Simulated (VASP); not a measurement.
Input:

```
Mg2Si
1.0
    0.00000     3.17980     3.17980
    3.17980     0.00000     3.17980
    3.17980     3.17980     0.00000
Mg Si
2 1
Cartesian
  1.58990   1.58990   1.58990
  4.76970   4.76970   4.76970
  3.17980   3.17980   0.00000
```

Calculation: PBE GGA, VASP's PBE PAW potentials (set 64) (plane waves; VASP 6.6.1). Settings: 520 eV cut-off, Gaussian smearing of 0.050 eV, potentials Mg Si.

Task: Give the energies of bands 2 to 7 at the high-symmetry points, in eV from the valence-band maximum.

Result: 
| band | Γ | X | U | L | W |
|---|---|---|---|---|---|
| 2 | 0.00 | -4.42 | -4.00 | -4.75 | -3.59 |
| 3 | 0.00 | -1.94 | -3.43 | -0.70 | -3.59 |
| 4 | 0.00 | -1.94 | -1.62 | -0.70 | -2.65 |
| 5 | 1.85 | 0.21 | 0.69 | 1.24 | 2.67 |
| 6 | 2.56 | 0.40 | 2.97 | 2.55 | 3.55 |
| 7 | 2.56 | 7.90 | 5.84 | 2.55 | 3.55 |

The gap is indirect, 0.21 eV, from the valence maximum at Γ to the conduction minimum at X.

Measured: gap 0.77 eV (computed value off by -0.56 eV), as given by Byungki Ryu et al., Journal of the Korean Physical Society (2019), arXiv:1905.06140.

The compound is Mg2Si in the antifluorite structure. It was relaxed first.
